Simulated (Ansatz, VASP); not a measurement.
Two plane-wave programs on Be2Co

```
Co Be
1.0
     0.00000    1.95714    5.43713
     1.36475    0.00000    5.43713
     1.36475    1.95714    0.00000
Co Be
1 2
Direct
  0.00000 0.00000 0.00000
  0.66394 0.66394 0.33606
  0.33606 0.33606 0.66394
```

Change from the starting cell: volume scaled by 1.06.

Alike in both runs: task single point; functional PBE; k mesh 12 × 12 × 12; occupations fermi-dirac, width 0.05 eV; collinear spin, ferromagnetic start.

|  | VASP | Ansatz |
| --- | --- | --- |
| version | VASP 6.6.1 | Ansatz 0.2.0 |
| potentials or method | VASP PAW PBE potentials, release 64 (Co, Be) | Ansatz PAW |
| plane-wave cutoff (eV) | 520 | 420 |
| valence electrons in the cell | 13 | 21 |

VASP gave:

| Property | Result |
| --- | --- |
| gap on the k mesh at the Fermi level (eV) | none |
| pressure (GPa) | -8.5 |
| largest component of the traceless stress (GPa) | 3.31 |
| rms of the force components (eV/Å) | 0.018 |
| net moment per atom (μB) | 0.39 |
| size of the moment on the site where the two differ most (μB) | 1.20 |

Task: Which values does Ansatz return?

Result: gap on the k mesh at the Fermi level (eV): none; pressure (GPa): -8.3; largest component of the traceless stress (GPa): 3.33; rms of the force components (eV/Å): 0.012; net moment per atom (μB): 0.40; size of the moment on the site where the two differ most (μB): 1.22.

Site moments also hang on the region over which each program counts them. Atom by atom the forces differ by 0.006 eV/Å (rms over components). A gap of «none» marks a metal or a gap that the smearing closes. The two sets of potentials don't hold the same shells in valence.
